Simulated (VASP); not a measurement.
All values below come from PBE GGA, VASP's PBE PAW potentials (set 64) (plane waves; VASP).

VASP input:

**POSCAR**
```
Al3Sc
1.0
  4.1070298119   0.0000000000   0.0000000000
  0.0000000000   4.1070298119   0.0000000000
  0.0000000000   0.0000000000   4.1070298119
Sc Al
1 3
Cart
  0.0000000000   0.0000000000   0.0000000000
  0.0000000000   2.0535149060   2.0535149060
  2.0535149060   0.0000000000   2.0535149060
  2.0535149060   2.0535149060   0.0000000000
```

### KPOINTS
```
Regular mesh
0
gamma
8 8 8
```

INCAR:
```
LEFG = .TRUE.
GGA = PE
LCHARG = .TRUE.
LMAXMIX = 4   # l cut-off of mixed one-centre charges
NEDOS = 601
LASPH = .TRUE.   # aspherical one-centre terms
EDIFF = 1E-7
ALGO = Normal   # blocked Davidson
ISIF = 2   # forces and stress, cell fixed
LWAVE = .FALSE.
ISMEAR = -5   # tetrahedra, Bloechl
ENCUT = 520
PREC = Accurate
SYSTEM = Al3Sc
NELM = 100   # most electronic steps
LREAL = .FALSE.   # projection in real space or not
LORBIT = 11
```

POTCAR, in this order: Sc_sv Al (PBE.64 set). Program: vasp_std.

What will the output report for the number of irreducible k-points (NKPTS), largest plane-wave count, number of space-group operations, FFT grid (NGX, NGY, NGZ)?

number of irreducible k-points (NKPTS): 35
largest plane-wave count: 1888
number of space-group operations: 48
FFT grid (NGX, NGY, NGZ): 32 × 32 × 32

The compound is Al3Sc in the L1_2 structure. It was relaxed first.
